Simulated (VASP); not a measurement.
Level of theory: PBEsol GGA, VASP's PBE PAW potentials (set 64) (plane waves; VASP).

The input files of a VASP run:

KPOINTS:
```
Automatic mesh
0
Gamma
6 6 6
0 0 0
```

INCAR:
```
ALGO = Normal
EDIFF = 1E-7
ENCUT = 520
GGA = PS
ISIF = 2
ISMEAR = -5
LASPH = T
LCHARG = T
LEFG = T
LMAXMIX = 4
LORBIT = 11
LREAL = F
LWAVE = F
NEDOS = 601
NELM = 100
PREC = Accurate
SYSTEM = KZnF3
```

File POSCAR:
```
KZnF3
1
    4.0579343644    -0.0000000000     0.0000000000
   -0.0000000000     4.0579343644     0.0000000000
    0.0000000000    -0.0000000000     4.0579343644
K Zn F
1 1 3
Direct
  0.0000000000   0.0000000000   0.0000000000
  0.5000000000   0.5000000000   0.5000000000
  0.5000000000   0.0000000000   0.5000000000
  0.0000000000   0.5000000000   0.5000000000
  0.5000000000   0.5000000000   0.0000000000
```

POTCAR, in this order: K_sv Zn F (PBE.64 set). Program: vasp_std.

The resulting files:

File OSZICAR:
```
       N       E                     dE             d eps       ncg     rms          rms(c)
DAV:   1     0.445861605167E+03    0.44586E+03   -0.22780E+04  1000   0.203E+03
DAV:   2     0.125625132476E+02   -0.43330E+03   -0.42436E+03  1192   0.489E+02
DAV:   3    -0.224339389377E+02   -0.34996E+02   -0.34864E+02  1215   0.153E+02
DAV:   4    -0.232213031423E+02   -0.78736E+00   -0.78661E+00  1549   0.212E+01
DAV:   5    -0.232313636002E+02   -0.10060E-01   -0.10055E-01  1328   0.192E+00    0.111E+01
DAV:   6    -0.213243576148E+02    0.19070E+01   -0.68982E+00  1456   0.395E+01    0.729E+00
DAV:   7    -0.213701351811E+02   -0.45778E-01   -0.13674E+00  1035   0.808E+00    0.466E+00
DAV:   8    -0.213823250596E+02   -0.12190E-01   -0.59331E-01  1352   0.162E+01    0.164E+00
DAV:   9    -0.213471204381E+02    0.35205E-01   -0.90258E-02  1502   0.892E+00    0.720E-01
DAV:  10    -0.213420593021E+02    0.50611E-02   -0.11016E-01  1451   0.844E+00    0.348E-01
DAV:  11    -0.213412910538E+02    0.76825E-03   -0.16580E-02  1443   0.178E+00    0.129E-01
DAV:  12    -0.213414037625E+02   -0.11271E-03   -0.72682E-04  1099   0.219E-01    0.127E-01
DAV:  13    -0.213414562868E+02   -0.52524E-04   -0.66677E-04  1232   0.841E-01    0.126E-01
DAV:  14    -0.213412623795E+02    0.19391E-03   -0.49532E-04  1414   0.350E-01    0.589E-02
DAV:  15    -0.213412319645E+02    0.30415E-04   -0.17077E-04  1213   0.126E-01    0.230E-02
DAV:  16    -0.213412268118E+02    0.51527E-05   -0.10830E-05  1542   0.660E-02    0.133E-02
DAV:  17    -0.213412246175E+02    0.21943E-05   -0.57277E-06  1322   0.647E-02    0.664E-03
DAV:  18    -0.213412241217E+02    0.49581E-06   -0.48617E-06  1196   0.162E-02    0.524E-04
DAV:  19    -0.213412241433E+02   -0.21631E-07   -0.19064E-07   836   0.491E-03
   1 F= -.21341224E+02 E0= -.21341224E+02  d E =0.000000E+00
```

### OUTCAR
```
------------------------ aborting loop because EDIFF is reached ----------------------------------------
  FORCE on cell =-STRESS in cart. coord.  units (eV):
  Direction    XX          YY          ZZ          XY          YZ          ZX
  --------------------------------------------------------------------------------------
  Total        0.0142322      0.0142322      0.0142322      0.0000000      0.0000000     -0.0000000
  in kB        0.3412460      0.3412460      0.3412460      0.0000000      0.0000000     -0.0000000
  external PRESSURE =       0.3412460 kB  Pullay stress =       0.0000000 kB
  volume of cell :       66.82
      direct lattice vectors                 reciprocal lattice vectors
     4.057934364  0.000000000  0.000000000     0.246430797  0.000000000  0.000000000
     0.000000000  4.057934364  0.000000000     0.000000000  0.246430797  0.000000000
     0.000000000  0.000000000  4.057934364     0.000000000  0.000000000  0.246430797
 POSITION                                       TOTAL-FORCE (eV/Angst)
 -----------------------------------------------------------------------------------
      0.00000      0.00000      0.00000         0.000000      0.000000      0.000000
      2.02897      2.02897      2.02897         0.000000      0.000000      0.000000
      2.02897      0.00000      2.02897         0.000000      0.000000      0.000000
      0.00000      2.02897      2.02897         0.000000      0.000000      0.000000
      2.02897      2.02897      0.00000         0.000000      0.000000      0.000000
 -----------------------------------------------------------------------------------
    total drift:                                0.000000      0.000000     -0.000000
  FREE ENERGIE OF THE ION-ELECTRON SYSTEM (eV)
  ---------------------------------------------------
  free  energy   TOTEN  =       -21.3412241433 eV

  energy  without entropy=      -21.3412241433  energy(sigma->0) =      -21.34122414

 total charge

# of ion       s       p       d       tot
------------------------------------------
    1        1.953   5.574   0.023   7.550
    2        0.348   0.377   9.951  10.676
    3        1.731   4.349   0.000   6.080
    4        1.731   4.349   0.000   6.080
    5        1.731   4.349   0.000   6.080
--------------------------------------------------
tot          7.494  18.996   9.975  36.464

 Electric field gradients after diagonalization (V/A^2)
 (convention: |V_zz| > |V_xx| > |V_yy|)
----------------------------------------------------------------------
 ion       V_xx      V_yy      V_zz     asymmetry (V_yy - V_xx)/ V_zz
----------------------------------------------------------------------
   1       0.000    -0.000     0.000      -1.247
   2      -0.000     0.000    -0.000      -0.686
   3     -51.270   -51.270   102.540       0.000
   4     -51.270   -51.270   102.540       0.000
   5     -51.270   -51.270   102.540       0.000
```
(Selected blocks of OUTCAR.)

The compound is KZnF3 in the cubic perovskite structure. It was relaxed first.
